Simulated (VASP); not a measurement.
Ti4AlC3:

```
CELL_PARAMETERS angstrom
3.06000 0.00000 0.00000
-1.53000 2.65004 0.00000
0.00000 0.00000 23.61000
ATOMIC_POSITIONS crystal
Ti 0.33333 0.66667 0.05600
Ti 0.66667 0.33333 0.94400
Ti 0.66667 0.33333 0.55600
Ti 0.33333 0.66667 0.44400
Ti 0.00000 0.00000 0.15200
Ti 0.00000 0.00000 0.84800
Ti 0.00000 0.00000 0.65200
Ti 0.00000 0.00000 0.34800
Al 0.33333 0.66667 0.25000
Al 0.66667 0.33333 0.75000
C 0.00000 0.00000 0.00000
C 0.00000 0.00000 0.50000
C 0.66667 0.33333 0.11060
C 0.33333 0.66667 0.88940
C 0.33333 0.66667 0.61060
C 0.66667 0.33333 0.38940
```

The cell comes from a database or a generator and needn't be the stable form of this composition.

| Property | Result |
| --- | --- |
| Program | VASP 6.6.1 |
| Task | relaxation of cell and atoms |
| Functional | LDA |
| Potentials or basis | VASP PAW LDA potentials, release 64 (Ti_sv, Al, C) |
| Cutoff | 600 eV |
| k mesh | 12 × 12 × 2 |
| Occupations | gaussian, width 0.03 eV |
| Spin | no spin polarisation |

At the start: pressure -5.0 GPa; volume 11.97 Å³/atom.

Where does the relaxation end?

Over 16 steps the energy falls by 66.8 meV/atom and the volume is 11.54 Å³/atom (-3.5 %); space group P6_3/mmc (No. 194, to 0.05 Å).

Step by step:
| step | energy change (eV) | largest force (eV/Å) | pressure (GPa) | volume (Å³) |
| --- | --- | --- | --- | --- |
| 1 | 0.0000 | 3.0696 | -5.03 | 191.46 |
| 2 | -0.8897 | 1.4160 | 3.44 | 181.23 |
| 3 | -1.0371 | 0.3995 | 0.48 | 183.88 |
| 4 | -1.0372 | 0.3922 | 0.61 | 183.73 |
| 5 | -1.0548 | 0.2309 | -0.64 | 184.60 |
| 6 | -1.0549 | 0.2239 | -0.61 | 184.57 |
| 7 | -1.0618 | 0.1150 | 0.56 | 183.79 |
| 8 | -1.0618 | 0.1127 | 0.56 | 183.81 |
| 9 | -1.0680 | 0.0622 | 0.24 | 184.33 |
| 10 | -1.0695 | 0.0187 | -0.03 | 184.78 |
| 11 | -1.0695 | 0.0192 | -0.04 | 184.77 |
| 12 | -1.0695 | 0.0201 | -0.04 | 184.75 |
| 13 | -1.0691 | 0.0420 | 0.09 | 184.54 |
| 14 | -1.0695 | 0.0237 | 0.00 | 184.73 |
| 15 | -1.0695 | 0.0163 | -0.03 | 184.71 |
| 16 | -1.0696 | 0.0042 | -0.02 | 184.72 |

Final structure:
```xyz
16
Lattice="3.0328 0.0000 0.0000 -1.5164 2.6265 0.0000 0.0000 0.0000 23.1884" Properties=species:S:1:pos:R:3 pbc="T T T"
Ti    0.0000    1.7510    1.1813
Ti    1.5164    0.8755   22.0071
Ti    1.5164    0.8755   12.7755
Ti    0.0000    1.7510   10.4129
Ti    0.0000    0.0000    3.5503
Ti    0.0000    0.0000   19.6381
Ti    0.0000    0.0000   15.1445
Ti    0.0000    0.0000    8.0439
Al    0.0000    1.7510    5.7971
Al    1.5164    0.8755   17.3913
C     0.0000    0.0000    0.0000
C     0.0000    0.0000   11.5942
C     1.5164    0.8755    2.5021
C     0.0000    1.7510   20.6863
C     0.0000    1.7510   14.0963
C     1.5164    0.8755    9.0921
```
